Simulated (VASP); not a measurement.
An input for Quantum ESPRESSO's pw.x (written as the equivalent of a VASP run, and not itself run):

```
&CONTROL
  calculation = 'vc-relax'
  pseudo_dir = './pseudo'
  outdir = './out'
  tprnfor = .true.
  tstress = .true.
  nstep = 60
  forc_conv_thr = 0.00039
/
&SYSTEM
  ibrav = 0
  nat = 2
  ntyp = 2
  ecutwfc = 86
  occupations = 'smearing'
  smearing = 'gaussian'
  degauss = 0.003675
  input_dft = 'pbe'
  vdw_corr = 'grimme-d3'
  dftd3_version = 4
  dftd3_threebody = .false.
/
&ELECTRONS
  conv_thr = 7.3e-08
  electron_maxstep = 100
/
&IONS
/
&CELL
/
ATOMIC_SPECIES
  Ca 40.078 Ca.upf
  Se 78.971 Se.upf
CELL_PARAMETERS angstrom
     0.0000000    2.9600000    2.9600000
     2.9600000    0.0000000    2.9600000
     2.9600000    2.9600000    0.0000000
ATOMIC_POSITIONS crystal
  Ca   0.0000000  0.0000000  0.0000000
  Se   0.5000000  0.5000000  0.5000000
K_POINTS automatic
  7 7 7 0 0 0
```

Question: Translate this input to VASP (INCAR, KPOINTS, POSCAR, choice of POTCAR).

Answer: This is not unique; one that fits is 
**KPOINTS**
```
Automatic mesh
0
Gamma
7 7 7
0 0 0
```

### INCAR
```
SYSTEM = CaSe
PREC = Accurate; ENCUT = 520; LREAL = F
LASPH = T
EDIFF = 1E-6; NELM = 100; ALGO = Normal
LMAXMIX = 4
ISMEAR = 0; SIGMA = 0.05
GGA = PE; IVDW = 12
IBRION = 2; NSW = 60; ISIF = 3
EDIFFG = -0.01
LWAVE = F; LCHARG = F
```

File POSCAR:
```
CaSe
1
    0.0000000000     2.9600000000     2.9600000000
    2.9600000000     0.0000000000     2.9600000000
    2.9600000000     2.9600000000     0.0000000000
Ca Se
1 1
Direct
  0.0000000000   0.0000000000   0.0000000000
  0.5000000000   0.5000000000   0.5000000000
```

POTCAR, in this order: Ca_sv Se (PBE.64 set). Program: vasp_std.

What does not carry over: the potentials are each code's own (VASP's PAW set, PseudoDojo norm-conserving files in pw.x), so ENCUT and ecutwfc are chosen apart and not converted; conv_thr bounds pw.x's estimated SCF error, while EDIFF bounds the energy change between steps; forc_conv_thr acts on force components and is met together with etot_conv_thr.

The compound is CaSe in the rock salt structure. This run relaxes it. Symmetry was kept, so distortions that lower it aren't found.
